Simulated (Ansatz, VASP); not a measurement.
**One calculation of K4Te, two programs**

```xyz
5
Lattice="7.0957 0.0000 0.0000 0.0000 7.0957 0.0000 0.0000 0.0000 7.0957" Properties=species:S:1:pos:R:3 pbc="T T T"
K     1.8978    5.1979    5.1979
K     5.1979    1.8978    5.1979
K     5.1979    5.1979    1.8978
K     1.8978    1.8978    1.8978
Te    0.0000    0.0000    0.0000
```

Change from the starting cell: species swapped into the SnI4 type (P-43m, No. 215).

Alike in both runs: functional PBE; k mesh 6 × 6 × 6; occupations gaussian, width 0.1 eV; no spin polarisation.

Ansatz relaxed the structure, and its values are those at the end. VASP's run is a single point on that final structure, the one shown.

|  | VASP | Ansatz |
| --- | --- | --- |
| version | VASP 6.6.1 | Ansatz 0.2.0 |
| potentials or method | VASP PAW PBE potentials, release 64 (K_sv, Te) | scalar-relativistic, plane waves, PAW |
| plane-wave cutoff (eV) | 520 | 420 |
| valence electrons in the cell | 42 | 52 |

```tsv
	VASP	Ansatz	Ansatz less VASP
gap on the k mesh at the Fermi level (eV)	none	none	-
pressure (GPa)	0.0	0.0	0.00
rms of the force components (eV/Å)	0.004	0.002	-0.0023
```

A gap of «none» marks a metal or a gap that the smearing closes. The two sets of potentials don't hold the same shells in valence.

Spin-orbit coupling is left out, which matters for the levels of Te.
